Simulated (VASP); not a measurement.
Level of theory: PBEsol GGA, VASP's PBE PAW potentials (set 64) (plane waves; VASP).

A VASP calculation is set up with these files.

### INCAR
```
! general
SYSTEM   =  CoC
PREC     =  Accurate
ENCUT    =  520   ! plane-wave cut-off (eV)
LREAL    =  .FALSE.
LASPH    =  .TRUE.

! electronic loop
EDIFF    =  1E-6   ! SCF stop (eV)
NELM     =  100   ! most electronic steps
ALGO     =  Normal
LMAXMIX  =  4   ! l cut-off of mixed one-centre charges

! smearing
ISMEAR   =  1
SIGMA    =  0.1

! functional
GGA      =  PS

! spin
ISPIN    =  2   ! spin-polarised
MAGMOM   =  0.7 0.0

! ions
IBRION   =  2
NSW      =  60
ISIF     =  3   ! ions, shape and volume
EDIFFG   =  -0.01

! output
LWAVE    =  .FALSE.
LCHARG   =  .FALSE.
LORBIT   =  10
```

### POSCAR
```
CoC
1.0
  2.4591831521   0.0000000000   0.0000000000
  0.0000000000   2.4591831521   0.0000000000
  0.0000000000   0.0000000000   2.4591831521
Co C
1 1
Direct
  0.0000000000   0.0000000000   0.0000000000
  0.5000000000   0.5000000000   0.5000000000
```

**KPOINTS**
```
Automatic mesh
0
Gamma
13 13 13
0 0 0
```

POTCAR, in this order: Co C (PBE.64 set). Program: vasp_std.

Question: What will the output report for the number of irreducible k-points (NKPTS), number of bands (NBANDS), largest plane-wave count, number of space-group operations, FFT grid (NGX, NGY, NGZ)?

Answer: 
```json
{
 "number of irreducible k-points (NKPTS)": "84",
 "number of bands (NBANDS)": "10",
 "largest_plane_wave_count": "413",
 "number_of_space_group_operations": "48",
 "FFT grid (NGX, NGY, NGZ)": "18 × 18 × 18"
}
```

The structure was generated: CoC was put into the CsCl type type (Pm-3m), which need not be its known phase. This run relaxes it. Symmetry was kept, so distortions that lower it aren't found. The start is the result of an earlier pass.
